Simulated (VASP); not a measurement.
A convergence study with VASP on AgCl (space group Fm-3m): one setting is varied, all else stays as given below, so the limit is that of these other settings.

```
CELL_PARAMETERS angstrom
      0.00000     2.76112     2.76112
      2.76112     0.00000     2.76112
      2.76112     2.76112     0.00000
ATOMIC_POSITIONS crystal
  Ag 0.00000 0.00000 0.00000
  Cl 0.50000 0.50000 0.50000
```

All values below come from PBE GGA, VASP's PBE PAW potentials (set 64) (plane waves; VASP). The tightest run used: 300 eV cut-off, 12×12×12 Γ-centred mesh, Gaussian smearing of 0.010 eV, potentials Ag Cl.

Problem. The settings run are 3×3×3 mesh; 4×4×4 mesh; 5×5×5 mesh; 7×7×7 mesh; 8×8×8 mesh; 10×10×10 mesh; 12×12×12 mesh. From which on does the mean ε∞ stay within 0.1  of the tightest run?

Solution. From 7×7×7 mesh on: it is off by 0.02 there and by no more than 0.1 in any finer run, while 5×5×5 mesh is off by 0.13.
| setting | mean ε∞ | highest Γ mode (cm⁻¹) | irreducible k-points | difference judged () |
|---|---|---|---|---|
| 3×3×3 mesh | 6.14 | 118.8 | 4 | 1.04 |
| 4×4×4 mesh | 5.49 | 112.3 | 8 | 0.39 |
| 5×5×5 mesh | 5.23 | 113.5 | 10 | 0.13 |
| 7×7×7 mesh | 5.12 | 113.6 | 20 | 0.02 |
| 8×8×8 mesh | 5.11 | 113.6 | 29 | 0.01 |
| 10×10×10 mesh | 5.10 | 113.7 | 47 | 0.00 |
| 12×12×12 mesh | 5.10 | 113.7 | 72 | 0.00 |

Left out are rungs that failed or repeat a setting and relaxations that didn't move; long series are thinned to 24 rows.

The structure is a typed AgCl crystal (space group no. 225). The cell was not relaxed at this level.
